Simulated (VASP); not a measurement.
Consider the following.

```
AlGa3N4
1.0
    4.47064     0.00000     0.00000
    0.00000     4.47064     0.00000
    0.00000     0.00000     4.47064
Al Ga N
1 3 4
Direct
  0.00000   0.00000   0.00000
  0.50000   0.50000   0.00000
  0.00000   0.50000   0.50000
  0.50000   0.00000   0.50000
  0.75575   0.75575   0.24425
  0.75575   0.24425   0.75575
  0.24425   0.24425   0.24425
  0.24425   0.75575   0.75575
```

Level of theory: r2SCAN meta-GGA, VASP's PBE PAW potentials (set 64) (plane waves; VASP 6.6.1). Settings: 520 eV cut-off, 6×6×6 Γ-centred mesh, tetrahedra with Blöchl corrections, potentials Al Ga_d N.

Problem. Predict the energy per atom (σ→0), band gap (over mesh and band path) with the smallest direct gap where there is one.

Solution. 
```json
{
  "band gap (over mesh and band path)": "2.79 eV",
  "smallest direct gap (over mesh and band path)": "2.79 eV",
  "energy per atom (σ→0)": "-10.608 eV/atom"
}
```

The absolute energy has meaning only against runs of the same code, potentials and settings.

The structure comes from a computed database's AlGa3N4 entry (P-43m); how it stands against other phases isn't given here. It was relaxed first.
